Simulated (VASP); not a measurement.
# LiMg6Mo (Amm2) in VASP: reference runs

Reference runs on LiMg6Mo: the cell as given and a disturbed copy.

Program: VASP 6.6.1. These are calculated values, not measurements. Logs are shortened: lines on timing, memory, paths and dates and some standing lists are left out, and cuts for length are marked.

### Step 1. Starting point

The structure is orthorhombic, space group Amm2 (No. 38). Conventional cell: a = 4.339 Å, b = 8.510 Å, c = 8.737 Å, α = 90.00°, β = 90.00°, γ = 90.00°. Around Mo (site symmetry mm2) lie 12 Mg at 2.96 to 3.05 Å. Around Mg (site symmetry mm2) lie 8 Mg at 2.89 to 3.21 Å and 2 Mo at 2.97 Å and 2 Li at 3.25 Å. Mg (site symmetry mm2) has 8 Mg at 2.89 to 3.21 Å and 2 Mo at 2.96 Å and 2 Li at 3.15 Å as nearest neighbours. Mg (site symmetry m) has 8 Mg at 2.89 to 3.21 Å and 2 Mo at 3.00 Å and 2 Li at 3.08 Å as nearest neighbours. Mg (site symmetry m) has 8 Mg at 3.03 to 3.09 Å and 2 Li at 3.03 to 3.07 Å and 2 Mo at 3.05 Å as nearest neighbours. Li (site symmetry mm2) has 12 Mg at 3.03 to 3.25 Å as nearest neighbours.

The cell comes from a database or a generator and needn't be the stable form of this composition.

### Step 2. Single point, PBE

Contents of INCAR:

```
ALGO = Normal
EDIFF = 1E-7
ENCUT = 520
GGA = PE
ISIF = 2
ISMEAR = -1
LASPH = True
LCHARG = False
LREAL = False
LWAVE = False
NBANDS = 24
NELM = 80
PREC = Accurate
SIGMA = 0.05
```

Contents of KPOINTS:

```
k-points
0
Gamma
  6 5 5
```

Contents of POSCAR:

```
LiMg6Mo
1.0
    4.3393720000      0.0000000000      0.0000000000
    0.0000000000      4.2551420000      4.3687130000
    0.0000000000     -4.2551420000      4.3687130000
Mo Mg Li
1 6 1
Direct
    0.0000000000      0.1226350000      0.1226350000
    0.5000000000      0.3540820000      0.3540820000
    0.5000000000      0.8929720000      0.8929720000
    0.5000000000      0.3674410000      0.8804880000
    0.5000000000      0.8804880000      0.3674410000
    0.0000000000      0.1282850000      0.6225930000
    0.0000000000      0.6225930000      0.1282850000
    0.0000000000      0.6315080000      0.6315080000
```

Potentials or basis: VASP PAW PBE potentials, release 64 (Mo_sv, Mg, Li_sv).

Run with:

```bash
$ cat potpaw_PBE.64/Mo_sv/POTCAR potpaw_PBE.64/Mg/POTCAR potpaw_PBE.64/Li_sv/POTCAR > POTCAR
$ mpirun -np 1 vasp_std > vasp.out
```

OUTCAR:

```text
EDIFF = 1E-7
   ENCUT = 520
   GGA = PE
   ISIF = 2
   ISMEAR = -1
   LASPH = True
   LREAL = False
   NELM = 80
   PREC = Accurate

 ion  position               nearest neighbor table
   1  0.000  0.123  0.123-   3 2.96   3 2.96   2 2.97   2 2.97   4 3.00   5 3.00   4 3.00   5 3.00
                             6 3.05   7 3.05   6 3.05   7 3.05
   2  0.500  0.354  0.354-   4 2.89   5 2.89   1 2.97   1 2.97   7 3.03   6 3.03   6 3.03   7 3.03
                             5 3.21   4 3.21
   3  0.500  0.893  0.893-   4 2.89   5 2.89   1 2.96   1 2.96   7 3.06   6 3.06   6 3.06   7 3.06
                             4 3.21   5 3.21
   4  0.500  0.367  0.880-   2 2.89   3 2.89   1 3.00   1 3.00   6 3.07   6 3.07   8 3.08   8 3.08
                             7 3.09   7 3.09   3 3.21   2 3.21
   5  0.500  0.880  0.367-   2 2.89   3 2.89   1 3.00   1 3.00   7 3.07   7 3.07   8 3.08   8 3.08
                             6 3.09   6 3.09   3 3.21   2 3.21
   6  0.000  0.128  0.623-   2 3.03   2 3.03   8 3.03   1 3.05   1 3.05   3 3.06   3 3.06   4 3.07
                             4 3.07   8 3.07   5 3.09   5 3.09
   7  0.000  0.623  0.128-   2 3.03   2 3.03   8 3.03   1 3.05   1 3.05   3 3.06   3 3.06   5 3.07
                             5 3.07   8 3.07   4 3.09   4 3.09
   8  0.000  0.632  0.632-   6 3.03   7 3.03   7 3.07   6 3.07   4 3.08   5 3.08   4 3.08   5 3.08

  LATTYP: Found a base centered orthorhombic cell.
 ALAT       =     8.5102840000
 B/A-ratio  =     1.0266902961
 C/A-ratio  =     0.5098974370

  Lattice vectors:

 A1 = (   0.0000000000,   4.2551420000,  -4.3687130000)
 A2 = (   0.0000000000,   4.2551420000,   4.3687130000)
 A3 = (   4.3393720000,   0.0000000000,   0.0000000000)

Analysis of symmetry for initial positions (statically):
=====================================================================
 Subroutine PRICEL returns:
 Original cell was already a primitive cell.

 Routine SETGRP: Setting up the symmetry group for a
 base centered orthorhombic supercell.

 Subroutine GETGRP returns: Found  4 space group operations
 (whereof  4 operations were pure point group operations)
 out of a pool of  8 trial point group operations.

The static configuration has the point symmetry C_2v.

Analysis of symmetry for dynamics (positions and initial velocities):
=====================================================================
 Subroutine PRICEL returns:
 Original cell was already a primitive cell.

 Routine SETGRP: Setting up the symmetry group for a
 base centered orthorhombic supercell.

 Subroutine GETGRP returns: Found  4 space group operations
 (whereof  4 operations were pure point group operations)
 out of a pool of  8 trial point group operations.
[... 116 lines left out ...]
   NSW    =      0    number of steps for IOM
   IBRION =     -1    ionic relax: 0-MD 1-quasi-New 2-CG
   NFREE  =      0    steps in history (QN), initial steepest desc. (CG)
   ISIF   =      2    stress and relaxation
   ISYM   =      2    0-nonsym 1-usesym 2-fastsym
   POTIM  = 0.5000    time-step for ionic-motion
   TEBEG  =    0.0;   TEEND  =   0.0 temperature during run
   PSTRESS=    0.0 pullay stress
   NELECT =      29.0000    total number of electrons
   NUPDOWN=      -1.0000    fix difference up-down
   EMIN   =  10.00;   EMAX   =-10.00  energy-range for DOS
   EFERMI =   0.00;   METHOD = LEGACY
   ISMEAR =    -1;   SIGMA  =   0.05  broadening in eV -4-tet -1-fermi 0-gaus
   EFERMI_NEDOS =   21; number of points for ismear=-14 and -15
   IALGO  =     38    algorithm
   IMIX   =      4    mixing-type and parameters
     AMIX     =   0.40;   BMIX     =  1.00
     AMIX_MAG =   1.60;   BMIX_MAG =  1.00
  volume/ion in A,a.u.               =      20.17       136.09
  Fermi-wavevector in a.u.,A,eV,Ry     =   0.923916  1.745949 11.614226  0.853622
  Thomas-Fermi vector in A             =   2.049605
   LORBIT       =      0    0 simple, 1 ext, 2 COOP (PROOUT), +10 PAW based schemes
   GGA     = PE    functional components
   LHFCALC =     F    Hartree Fock is set to
   AEXX    =    0.0000 exact exchange contribution
   IVDW    =     0    specifies the selected vdW correction
   LEPSILON=     F    determine dielectric tensor
   LRPA    =     F    only Hartree local field effects (RPA)
 non-spin polarized calculation
  energy-cutoff  :      520.00
  volume of cell :      161.33
 maximum number of plane-waves:      4388
   NGX = 17   NGY = 23   NGZ = 23

 number of electron      28.9999995 magnetization

 Free energy of the ion-electron system (eV)
  ---------------------------------------------------
  ext. energy  EPLUGINS =         0.00000000
  ---------------------------------------------------
  free energy    TOTEN  =       -20.72151026 eV

  energy without entropy =      -20.69992985  energy(sigma->0) =      -20.71072005

 E-fermi :   3.4162     XC(G=0):  -9.0509

 val. band max:        3.4084896058   @ k =   0.0000   0.4000   0.4000
 cond. band min:       3.4655103209   @ k =   0.1667   0.2000   0.2000
 fundamental gap:      0.0570207150
 Fermi energy:         3.4161509743

 k-point     1 :       0.0000    0.0000    0.0000
  band No.  band energies     occupation
      1     -56.9306      2.00000
      2     -43.1483      2.00000
      3     -31.0753      2.00000
      4     -30.9821      2.00000
      5     -30.9813      2.00000
      6      -3.2871      2.00000
[... 637 lines left out ...]
     23       7.2251      0.00000
     24       7.7818      0.00000

 [... further k-points ...]
[... 5 lines left out ...]
  --------------------------------------------------------------------------------------
  -------------------------------------------------------------------------------------
  Total        0.0030378     -0.2457218     -0.2851097      0.0000000      0.0000000      0.0000000
  in kB        0.0301675     -2.4402247     -2.8313794      0.0000000      0.0000000      0.0000000
  external PRESSURE =      -1.7471455 kB  Pullay stress =       0.0000000 kB

 VOLUME and BASIS-vectors are now :
 -----------------------------------------------------------------------------
  energy-cutoff  :      520.00
  volume of cell :      161.33
      direct lattice vectors                 reciprocal lattice vectors
     4.339372000  0.000000000  0.000000000     0.230448092  0.000000000  0.000000000
     0.000000000  4.255142000  4.368713000     0.000000000  0.117504892  0.114450182
     0.000000000 -4.255142000  4.368713000     0.000000000 -0.117504892  0.114450182

 POSITION                                       TOTAL-FORCE (eV/Angst)
 -----------------------------------------------------------------------------------
      0.00000      0.00000      1.07151         0.000000     -0.000000      0.027555
      2.16969      0.00000      3.09377         0.000000     -0.000000      0.067309
      2.16969      0.00000      7.80228         0.000000     -0.000000     -0.043436
      2.16969     -2.18309      5.45184         0.000000      0.000793      0.012159
      2.16969      2.18309      5.45184         0.000000     -0.000793      0.012159
      0.00000     -2.10335      3.28037         0.000000     -0.029372     -0.011990
      0.00000      2.10335      3.28037         0.000000      0.029372     -0.011990
      0.00000      0.00000      5.51775         0.000000     -0.000000     -0.051766
 -----------------------------------------------------------------------------------
    total drift:                               -0.000000      0.000001      0.000947

  FREE ENERGIE OF THE ION-ELECTRON SYSTEM (eV)
  ---------------------------------------------------
  free  energy   TOTEN  =       -20.7215102631 eV

  energy  without entropy=      -20.6999298456  energy(sigma->0) =      -20.71072005
```

OSZICAR:

```text
N       E                     dE             d eps       ncg     rms          rms(c)
DAV:   1     0.979781989917E+02    0.97978E+02   -0.13113E+04  2104   0.100E+03
DAV:   2    -0.134855088191E+02   -0.11146E+03   -0.10483E+03  2120   0.208E+02
DAV:   3    -0.211108907606E+02   -0.76254E+01   -0.73468E+01  2904   0.353E+01
DAV:   4    -0.214450910505E+02   -0.33420E+00   -0.33164E+00  2232   0.654E+00
DAV:   5    -0.214498208714E+02   -0.47298E-02   -0.47290E-02  2528   0.817E-01    0.626E+00
DAV:   6    -0.209979714529E+02    0.45185E+00   -0.19450E+00  1928   0.712E+00    0.262E+00
DAV:   7    -0.208763217706E+02    0.12165E+00   -0.15131E+00  2120   0.447E+00    0.270E+00
DAV:   8    -0.207294338531E+02    0.14689E+00   -0.39928E-01  1936   0.311E+00    0.676E-01
DAV:   9    -0.207228614711E+02    0.65724E-02   -0.39613E-02  2072   0.847E-01    0.365E-01
DAV:  10    -0.207216522180E+02    0.12093E-02   -0.88052E-03  1976   0.516E-01    0.862E-02
DAV:  11    -0.207215438433E+02    0.10837E-03   -0.12767E-03  2040   0.202E-01    0.547E-02
DAV:  12    -0.207215107741E+02    0.33069E-04   -0.87441E-05  2128   0.511E-02    0.129E-02
DAV:  13    -0.207215099426E+02    0.83153E-06   -0.11317E-05  2200   0.149E-02    0.215E-03
DAV:  14    -0.207215102216E+02   -0.27900E-06   -0.33651E-07  2080   0.307E-03    0.479E-04
DAV:  15    -0.207215102631E+02   -0.41434E-07   -0.26990E-08  1216   0.815E-04
   1 F= -.20721510E+02 E0= -.20710720E+02  d E =-.215804E-01
```

It took 2.2 min on 1 thread of Intel Xeon Platinum 8375C at 2.90GHz (Ice Lake), shared host; peak memory 0.33 GiB.

Results:

- Free energy: -20.7215 eV
- Largest force: 0.067 eV/Å
- Band gap on the k mesh: none (metal or under the smearing width)

Forces on the atoms (eV/Å):
```
Mo   0.000  0.000  0.028
Mg   0.000  0.000  0.067
Mg   0.000  0.000 -0.043
Mg   0.000  0.001  0.012
Mg   0.000 -0.001  0.012
Mg   0.000 -0.029 -0.012
Mg   0.000  0.029 -0.012
Li   0.000  0.000 -0.052
```

Caveat: the cutoff is under 1.25 times the usual one of these potentials, so pressure, stress and relaxed cells hold a basis-set (Pulay) error.

### Step 3. Single point, PBE (atoms moved at random, drawn with an rms of 0.05 Å)

Contents of INCAR:

```
SYSTEM = LiMg6Mo
ALGO = Normal
EDIFF = 1E-7
ENCUT = 520
GGA = PE
ISIF = 2
ISMEAR = -1
LASPH = .TRUE.
LCHARG = .FALSE.
LREAL = .FALSE.
LWAVE = .FALSE.
NBANDS = 24
NELM = 100
PREC = Accurate
SIGMA = 0.05
```

Contents of KPOINTS:

```
k-points
0
G
  6 5 5
  0 0 0
```

Contents of POSCAR:

```
LiMg6Mo
1.0
    4.3393720000      0.0000000000      0.0000000000
    0.0000000000      4.2551420000      4.3687130000
    0.0000000000     -4.2551420000      4.3687130000
Mo Mg Li
1 6 1
Direct
    0.0058990000      0.1159420000      0.1122990000
    0.5102160000      0.3478490000      0.3513580000
    0.5048480000      0.8987970000      0.8852350000
    0.4913990000      0.3632270000      0.8714470000
    0.5047760000      0.8773640000      0.3662070000
    0.0021460000      0.1302680000      0.6183800000
   -0.0044170000      0.6257520000      0.1286700000
   -0.0150130000      0.6297060000      0.6274370000
```

Potentials or basis: VASP PAW PBE potentials, release 64 (Mo_sv, Mg, Li_sv).

Run with:

```bash
$ cat potpaw_PBE.64/Mo_sv/POTCAR potpaw_PBE.64/Mg/POTCAR potpaw_PBE.64/Li_sv/POTCAR > POTCAR
$ mpirun -np 1 vasp_std > vasp.out
```

OUTCAR:

```text
SYSTEM = LiMg6Mo
   EDIFF = 1E-7
   ENCUT = 520
   GGA = PE
   ISIF = 2
   ISMEAR = -1
   LASPH = .TRUE.
   LREAL = .FALSE.
   NELM = 100
   PREC = Accurate

 ion  position               nearest neighbor table
   1  0.006  0.116  0.112-   3 2.91   3 2.91   4 2.96   2 2.98   7 2.99   2 3.00   6 3.01   5 3.01
                             5 3.02   4 3.05   6 3.09   7 3.11
   2  0.510  0.348  0.351-   5 2.87   4 2.93   6 2.98   1 2.98   1 3.00   7 3.01   6 3.03   7 3.10
                             4 3.18   5 3.23
   3  0.505  0.899  0.885-   4 2.83   1 2.91   1 2.91   5 2.93   6 3.03   6 3.05   7 3.06   8 3.11
                             7 3.12   5 3.17   4 3.27
   4  0.491  0.363  0.871-   3 2.83   2 2.93   1 2.96   6 3.00   1 3.05   8 3.05   6 3.07   8 3.09
                             7 3.13   7 3.15   2 3.18   3 3.27
   5  0.505  0.877  0.366-   2 2.87   3 2.93   8 3.01   1 3.01   7 3.02   1 3.02   7 3.07   6 3.09
                             6 3.10   8 3.13   3 3.17   2 3.23
   6  0.002  0.130  0.618-   2 2.98   4 3.00   1 3.01   2 3.03   3 3.03   3 3.05   8 3.05   8 3.05
                             4 3.07   5 3.09   1 3.09   5 3.10
   7  0.996  0.626  0.129-   1 2.99   2 3.01   5 3.02   8 3.04   8 3.06   3 3.06   5 3.07   2 3.10
                             1 3.11   3 3.12   4 3.13   4 3.15
   8  0.985  0.630  0.627-   5 3.01   7 3.04   6 3.05   4 3.05   6 3.05   7 3.06   4 3.09   3 3.11
                             5 3.13

  LATTYP: Found a base centered orthorhombic cell.
 ALAT       =     8.5102840000
 B/A-ratio  =     1.0266902961
 C/A-ratio  =     0.5098974370

  Lattice vectors:

 A1 = (   0.0000000000,   4.2551420000,  -4.3687130000)
 A2 = (   0.0000000000,   4.2551420000,   4.3687130000)
 A3 = (   4.3393720000,   0.0000000000,   0.0000000000)

Analysis of symmetry for initial positions (statically):
=====================================================================
 Subroutine PRICEL returns:
 Original cell was already a primitive cell.

 Routine SETGRP: Setting up the symmetry group for a
 base centered orthorhombic supercell.

 Subroutine GETGRP returns: Found  1 space group operations
[... 151 lines left out ...]
  Fermi-wavevector in a.u.,A,eV,Ry     =   0.923916  1.745949 11.614226  0.853622
  Thomas-Fermi vector in A             =   2.049605
   LORBIT       =      0    0 simple, 1 ext, 2 COOP (PROOUT), +10 PAW based schemes
   GGA     = PE    functional components
   LHFCALC =     F    Hartree Fock is set to
   AEXX    =    0.0000 exact exchange contribution
   IVDW    =     0    specifies the selected vdW correction
   LEPSILON=     F    determine dielectric tensor
   LRPA    =     F    only Hartree local field effects (RPA)
 non-spin polarized calculation
  energy-cutoff  :      520.00
  volume of cell :      161.33
 maximum number of plane-waves:      4388
   NGX = 17   NGY = 23   NGZ = 23

 number of electron      28.9999998 magnetization

 Free energy of the ion-electron system (eV)
  ---------------------------------------------------
  ext. energy  EPLUGINS =         0.00000000
  ---------------------------------------------------
  free energy    TOTEN  =       -20.67521578 eV

  energy without entropy =      -20.65281294  energy(sigma->0) =      -20.66401436

 E-fermi :   3.4142     XC(G=0):  -9.0498

 val. band max:        3.4036669948   @ k =   0.0000   0.4000   0.4000
 cond. band min:       3.4463912253   @ k =  -0.1667   0.0000  -0.2000
 fundamental gap:      0.0427242305
 Fermi energy:         3.4141878400

 k-point     1 :       0.0000    0.0000    0.0000
  band No.  band energies     occupation
      1     -56.9270      2.00000
      2     -43.1472      2.00000
      3     -31.0725      2.00000
      4     -30.9836      2.00000
      5     -30.9741      2.00000
      6      -3.2884      2.00000
[... 637 lines left out ...]
     23       7.3592      0.00000
     24       7.8369      0.00000

 [... further k-points ...]
[... 5 lines left out ...]
  --------------------------------------------------------------------------------------
  -------------------------------------------------------------------------------------
  Total        0.1306320     -0.2450860     -0.0872190      0.0036506      0.2156447     -0.0354210
  in kB        1.2972863     -2.4339109     -0.8661585      0.0362536      2.1415333     -0.3517606
  external PRESSURE =      -0.6675943 kB  Pullay stress =       0.0000000 kB

 VOLUME and BASIS-vectors are now :
 -----------------------------------------------------------------------------
  energy-cutoff  :      520.00
  volume of cell :      161.33
      direct lattice vectors                 reciprocal lattice vectors
     4.339372000  0.000000000  0.000000000     0.230448092  0.000000000  0.000000000
     0.000000000  4.255142000  4.368713000     0.000000000  0.117504892  0.114450182
     0.000000000 -4.255142000  4.368713000     0.000000000 -0.117504892  0.114450182

 POSITION                                       TOTAL-FORCE (eV/Angst)
 -----------------------------------------------------------------------------------
      0.02560      0.01550      0.99712        -0.116125      0.001336      0.333727
      2.21402     -0.01493      3.05463        -0.163038      0.183315     -0.009345
      2.19072      0.05771      7.79392        -0.075790     -0.257830     -0.177464
      2.13236     -2.16255      5.39394         0.111534      0.043065      0.278894
      2.19041      2.17505      5.43280        -0.103131      0.065132     -0.087045
      0.00931     -2.07699      3.27063         0.031535     -0.037376     -0.137102
      4.32020      2.11515      3.29585         0.173340      0.016601     -0.211759
      4.27423      0.00965      5.49210         0.141675     -0.014244      0.010093
 -----------------------------------------------------------------------------------
    total drift:                                0.000043      0.000423     -0.000803

  FREE ENERGIE OF THE ION-ELECTRON SYSTEM (eV)
  ---------------------------------------------------
  free  energy   TOTEN  =       -20.6752157842 eV

  energy  without entropy=      -20.6528129388  energy(sigma->0) =      -20.66401436
```

It took 4.5 min on 1 thread of Intel Xeon Platinum 8375C at 2.90GHz (Ice Lake), shared host; peak memory 0.44 GiB.

What came out:

| Property | Result |
| --- | --- |
| Free energy | -20.6752 eV |
| Largest force | 0.353 eV/Å |
| Band gap on the k mesh | none (metal or under the smearing width) |

Forces on the atoms (eV/Å):
```
Mo  -0.116  0.001  0.334
Mg  -0.163  0.183 -0.009
Mg  -0.076 -0.258 -0.177
Mg   0.112  0.043  0.279
Mg  -0.103  0.065 -0.087
Mg   0.032 -0.037 -0.137
Mg   0.173  0.017 -0.212
Li   0.142 -0.014  0.010
```

Caveat: the cutoff is under 1.25 times the usual one of these potentials, so pressure, stress and relaxed cells hold a basis-set (Pulay) error.
